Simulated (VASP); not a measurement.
Here is the system:

```
Ba
1.0
   -2.47034     2.47034     2.47034
    2.47034    -2.47034     2.47034
    2.47034     2.47034    -2.47034
Ba
1
Direct
  0.00000   0.00000   0.00000
```

The numbers are results of PBE GGA with D3 dispersion (Becke-Johnson damping), VASP's PBE PAW potentials (set 64) (plane waves; VASP), not measurements. Settings: 520 eV cut-off, 9×9×9 Γ-centred mesh, first-order Methfessel-Paxton smearing of 0.10 eV, potentials Ba_sv.

Unless said otherwise, spin-orbit coupling is left out, though it shifts the bands of the heavy elements here.

Task: Estimate the energy per atom (σ→0), band gap (on the k-mesh) with the smallest direct gap where there is one.

Result: 
| Property | Value |
|---|---|
| band gap (on the k-mesh) | none (metal, semimetal or under 0.01 eV) |
| energy per atom (σ→0) | -2108 meV/atom |

Total energies compare only between runs with the same potentials, cut-off and functional.

The compound is Ba in the bcc structure. It was relaxed first. The start is the result of an earlier pass.
